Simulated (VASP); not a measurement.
VASP, PAW. Lattice constant a of Ni$_{3}$Fe (L1_2) (static lattice).

```csv
level,lattice constant a (Å)
PBE,3.543
```

### Question
Estimate the lattice constant a from LDA, PBE-D3 (zero damping), vdW-DF2.

### Answer

The LDA comes out as 3.445 Å and the PBE-D3 (zero damping) is 3.502 Å. The vdW-DF2 comes out as 3.626 Å.

Only levels that ran to the end are used. Left out are those held back, those with too coarse a band path, GW runs whose mesh misses a band edge, hybrids' fits of cells that aren't cubic and levels without matching references; a question may draw on a part of the rest.

The compound is Ni3Fe in the L1_2 structure.
